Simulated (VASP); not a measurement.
VASP ran on this input.

**POSCAR**
```
TlAs
1
    3.5910158358     0.0000000000     0.0000000000
    0.0000000000     3.5910158358     0.0000000000
    0.0000000000     0.0000000000     3.5910158358
Tl As
1 1
Direct
  0.0000000000   0.0000000000   0.0000000000
  0.5000000000   0.5000000000   0.5000000000
```

### INCAR
```
! general
SYSTEM  = TlAs
PREC    = Accurate
ENCUT   = 400
LREAL   = F
LASPH   = T

! electronic loop
EDIFF   = 1E-6
NELM    = 100
ALGO    = Normal
LMAXMIX = 4

! smearing
ISMEAR  = 1
SIGMA   = 0.1

! functional
GGA     = PS

! ions
IBRION  = 2
NSW     = 60
ISIF    = 3
EDIFFG  = -0.01

! output
LWAVE   = F
LCHARG  = F
```

### KPOINTS
```
Automatic
0
Gamma
 9 9 9
0 0 0
```

POTCAR, in this order: Tl_d As (PBE.64 set). Program: vasp_std.

### Question
Write an equivalent input for Quantum ESPRESSO's pw.x.

### Answer
One equivalent input (not run):
```
&CONTROL
  calculation = 'vc-relax'
  pseudo_dir = './pseudo'
  outdir = './out'
  tprnfor = .true.
  tstress = .true.
  nstep = 60
  forc_conv_thr = 0.00039
/
&SYSTEM
  ibrav = 0
  nat = 2
  ntyp = 2
  ecutwfc = 84
  occupations = 'smearing'
  smearing = 'methfessel-paxton'
  degauss = 0.00735
  input_dft = 'pbesol'
/
&ELECTRONS
  conv_thr = 7.3e-08
  electron_maxstep = 100
/
&IONS
/
&CELL
/
ATOMIC_SPECIES
  Tl 204.380 Tl.upf
  As 74.922 As.upf
CELL_PARAMETERS angstrom
     3.5910158    0.0000000    0.0000000
     0.0000000    3.5910158    0.0000000
     0.0000000    0.0000000    3.5910158
ATOMIC_POSITIONS crystal
  Tl   0.0000000  0.0000000  0.0000000
  As   0.5000000  0.5000000  0.5000000
K_POINTS automatic
  9 9 9 0 0 0
```
Limits of the translation: the potentials are each code's own (VASP's PAW set, PseudoDojo norm-conserving files in pw.x), so ENCUT and ecutwfc are chosen apart and not converted; conv_thr bounds pw.x's estimated SCF error, while EDIFF bounds the energy change between steps; forc_conv_thr acts on force components and is met together with etot_conv_thr.

The structure was generated: TlAs was put into the CsCl type type (Pm-3m), which need not be its known phase. This run relaxes it. Symmetry was kept, so distortions that lower it aren't found. The start is the result of an earlier pass.
